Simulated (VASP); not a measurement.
Level of theory: PBEsol GGA, VASP's PBE PAW potentials (set 64) (plane waves; VASP).

VASP ran on this input.

File KPOINTS:
```
Regular mesh
0
gamma
 6 6 6
```

### INCAR
```
ALGO = Normal
EDIFF = 1E-6
ENCUT = 400
GGA = PS
ISIF = 2
ISMEAR = 0
ISPIN = 2
LASPH = .TRUE.
LCHARG = .FALSE.
LMAXMIX = 6
LORBIT = 11
LREAL = .FALSE.
LWAVE = .FALSE.
MAGMOM = 3*0.0 7.0 0.0
NELM = 100
PREC = Accurate
SIGMA = 0.05
SYSTEM = EuBRh3
```

**POSCAR**
```
EuBRh3
4.1880
  1.0000000000   0.0000000000   0.0000000000
  0.0000000000   1.0000000000   0.0000000000
  0.0000000000   0.0000000000   1.0000000000
Rh Eu B
3 1 1
Direct
  0.0000000000   0.5000000000   0.5000000000
  0.5000000000   0.0000000000   0.5000000000
  0.5000000000   0.5000000000   0.0000000000
  0.0000000000   0.0000000000   0.0000000000
  0.5000000000   0.5000000000   0.5000000000
```

POTCAR, in this order: Rh_pv Eu B (PBE.64 set). Program: vasp_std.

The resulting files:

### OSZICAR
```
       N       E                     dE             d eps       ncg     rms          rms(c)
DAV:   1     0.550343550130E+03    0.55034E+03   -0.29856E+04  5486   0.444E+03
DAV:   2     0.118507213636E+02   -0.53849E+03   -0.49797E+03  4723   0.704E+02
DAV:   3    -0.413178902228E+02   -0.53169E+02   -0.49581E+02  4608   0.153E+02
DAV:   4    -0.464125971555E+02   -0.50947E+01   -0.48888E+01  6457   0.394E+01
DAV:   5    -0.468038522130E+02   -0.39126E+00   -0.38911E+00  6528   0.104E+01    0.555E+01
DAV:   6    -0.532083860875E+02   -0.64045E+01   -0.63619E+01  4766   0.692E+01    0.704E+01
DAV:   7    -0.516350207316E+02    0.15734E+01   -0.19569E+01  4599   0.784E+01    0.168E+02
DAV:   8    -0.486281490761E+02    0.30069E+01   -0.50526E+00  6042   0.389E+01    0.888E+01
DAV:   9    -0.505343588270E+02   -0.19062E+01   -0.15940E+00  5050   0.302E+01    0.106E+02
DAV:  10    -0.494965559644E+02    0.10378E+01   -0.43213E-01  5178   0.144E+01    0.734E+01
DAV:  11    -0.532601510841E+02   -0.37636E+01   -0.48748E+00  4306   0.432E+01    0.104E+02
DAV:  12    -0.450773802882E+02    0.81828E+01   -0.14064E+01  4524   0.105E+02    0.258E+01
DAV:  13    -0.459968278648E+02   -0.91945E+00   -0.14494E+00  5629   0.223E+01    0.394E+01
DAV:  14    -0.456905399876E+02    0.30629E+00   -0.75925E-01  5672   0.194E+01    0.232E+01
DAV:  15    -0.455700526165E+02    0.12049E+00   -0.21122E-01  5009   0.343E+00    0.128E+01
DAV:  16    -0.455103432422E+02    0.59709E-01   -0.51932E-01  5215   0.741E+00    0.131E+01
DAV:  17    -0.459723224035E+02   -0.46198E+00   -0.22648E+00  4715   0.194E+01    0.213E+01
DAV:  18    -0.456516865202E+02    0.32064E+00   -0.33052E-01  4647   0.839E+00    0.122E+01
DAV:  19    -0.456661889860E+02   -0.14502E-01   -0.24750E-02  5593   0.144E+00    0.111E+01
DAV:  20    -0.456758596506E+02   -0.96707E-02   -0.80062E-03  5469   0.121E+00    0.101E+01
DAV:  21    -0.456873032426E+02   -0.11444E-01   -0.10998E-02  5070   0.132E+00    0.886E+00
DAV:  22    -0.457013312278E+02   -0.14028E-01   -0.44375E-03  5374   0.961E-01    0.725E+00
DAV:  23    -0.457160796535E+02   -0.14748E-01   -0.20452E-02  5194   0.192E+00    0.624E+00
DAV:  24    -0.457182386182E+02   -0.21590E-02   -0.45352E-03  5065   0.884E-01    0.488E+00
DAV:  25    -0.457200009142E+02   -0.17623E-02   -0.74950E-03  5326   0.855E-01    0.407E+00
DAV:  26    -0.457255482978E+02   -0.55474E-02   -0.14049E-03  5463   0.483E-01    0.305E+00
DAV:  27    -0.457278513168E+02   -0.23030E-02   -0.31360E-04  6011   0.186E-01    0.261E+00
DAV:  28    -0.457294167765E+02   -0.15655E-02   -0.41948E-04  4687   0.251E-01    0.236E+00
DAV:  29    -0.457317530835E+02   -0.23363E-02   -0.39889E-04  5173   0.281E-01    0.181E+00
DAV:  30    -0.457321120379E+02   -0.35895E-03   -0.11847E-04  5402   0.121E-01    0.152E+00
DAV:  31    -0.457330064761E+02   -0.89444E-03   -0.31584E-04  5054   0.259E-01    0.841E-01
DAV:  32    -0.457332760315E+02   -0.26956E-03   -0.35703E-04  5305   0.236E-01    0.308E-01
DAV:  33    -0.457333578430E+02   -0.81812E-04   -0.78634E-05  5262   0.837E-02    0.203E-01
DAV:  34    -0.457333822197E+02   -0.24377E-04   -0.16201E-05  4717   0.449E-02    0.133E-01
DAV:  35    -0.457334032984E+02   -0.21079E-04   -0.20518E-05  4702   0.432E-02    0.716E-02
DAV:  36    -0.457334014898E+02    0.18086E-05   -0.70841E-06  4109   0.373E-02    0.389E-02
DAV:  37    -0.457334009247E+02    0.56509E-06   -0.41157E-06  2585   0.283E-02
   1 F= -.45733401E+02 E0= -.45727778E+02  d E =-.112458E-01  mag=     5.7966
```

**OUTCAR**
```
------------------------ aborting loop because EDIFF is reached ----------------------------------------
  FORCE on cell =-STRESS in cart. coord.  units (eV):
  Direction    XX          YY          ZZ          XY          YZ          ZX
  --------------------------------------------------------------------------------------
  Total       -0.9180482     -0.9180482     -0.9180482      0.0000000      0.0000000     -0.0000000
  in kB      -20.0242406    -20.0242406    -20.0242406      0.0000000      0.0000000     -0.0000000
  external PRESSURE =     -20.0242406 kB  Pullay stress =       0.0000000 kB
  volume of cell :       73.45
      direct lattice vectors                 reciprocal lattice vectors
     4.188000000  0.000000000  0.000000000     0.238777459  0.000000000  0.000000000
     0.000000000  4.188000000  0.000000000     0.000000000  0.238777459  0.000000000
     0.000000000  0.000000000  4.188000000     0.000000000  0.000000000  0.238777459
 POSITION                                       TOTAL-FORCE (eV/Angst)
 -----------------------------------------------------------------------------------
      0.00000      2.09400      2.09400         0.000000      0.000000      0.000000
      2.09400      0.00000      2.09400         0.000000      0.000000      0.000000
      2.09400      2.09400      0.00000         0.000000      0.000000      0.000000
      0.00000      0.00000      0.00000         0.000000      0.000000      0.000000
      2.09400      2.09400      2.09400         0.000000      0.000000      0.000000
 -----------------------------------------------------------------------------------
    total drift:                                0.000000      0.000000      0.000000
  FREE ENERGIE OF THE ION-ELECTRON SYSTEM (eV)
  ---------------------------------------------------
  free  energy   TOTEN  =       -45.7334009247 eV

  energy  without entropy=      -45.7221551706  energy(sigma->0) =      -45.72777805

 total charge

# of ion       s       p       d       f       tot
--------------------------------------------------
    1        0.378   6.265   7.256   0.000  13.899
    2        0.378   6.265   7.256   0.000  13.899
    3        0.378   6.265   7.256   0.000  13.899
    4        2.079   5.696   0.593   6.369  14.737
    5        0.747   1.141   0.000   0.000   1.888
--------------------------------------------------
tot          3.959  25.630  22.362   6.369  58.321

 magnetization (x)

# of ion       s       p       d       f       tot
--------------------------------------------------
    1        0.002   0.004  -0.254   0.000  -0.248
    2        0.002   0.004  -0.254   0.000  -0.248
    3        0.002   0.004  -0.254   0.000  -0.248
    4       -0.001  -0.081   0.093   6.262   6.273
    5        0.002   0.006   0.000   0.000   0.008
--------------------------------------------------
tot          0.005  -0.064  -0.668   6.262   5.535
```
(Selected blocks of OUTCAR.)

### OUTCAR
```
 val. band max:        7.9974643354   @ k =   0.1667   0.0000   0.0000

 cond. band min:       8.0167670837   @ k =   0.5000   0.1667   0.1667


 Fermi energy:         8.0001360958

 spin component 1

 k-point     1 :       0.0000    0.0000    0.0000
  band No.  band energies     occupation
      1     -38.1667      1.00000
      2     -38.1667      1.00000
      3     -38.1667      1.00000
      4     -37.6908      1.00000
      5     -37.6908      1.00000
      6     -37.6908      1.00000
      7     -37.6821      1.00000
      8     -37.6821      1.00000
      9     -37.6821      1.00000
     10     -32.6328      1.00000
     11     -11.2816      1.00000
     12     -11.2816      1.00000
     13     -11.2816      1.00000
     14      -1.9329      1.00000
     15       3.0986      1.00000
     16       3.8065      1.00000
     17       3.8065      1.00000
     18       3.8065      1.00000
     19       3.8436      1.00000
     20       3.8436      1.00000
     21       6.3532      1.00000
     22       6.3532      1.00000
     23       6.3532      1.00000
     24       6.8811      1.00000
     25       6.8811      1.00000
     26       7.2002      1.00000
     27       7.2002      1.00000
     28       7.2002      1.00000
     29       7.6061      1.00000
     30       7.6976      1.00000
     31       7.6976      1.00000
     32       7.6976      1.00000
     33       7.9645      0.84337
     34       7.9645      0.84336
     35       7.9645      0.84336
     36       8.4186      0.00000
     37       8.4300      0.00000
     38       8.4300      0.00000
     39       8.4300      0.00000
     40      12.0950      0.00000
     41      12.0950      0.00000
     42      14.9555      0.00000
     43      14.9555      0.00000

 k-point     2 :       0.1667    0.0000    0.0000
  band No.  band energies     occupation
      1     -38.1638      1.00000
      2     -38.1638      1.00000
      3     -38.1609      1.00000
...
```

At this cut-off the stress carries a Pulay error, which pulls relaxed volumes low.

The structure comes from a measured EuBRh3 entry of the Crystallography Open Database, whose conditions weren't checked. The cell was not relaxed at this level.
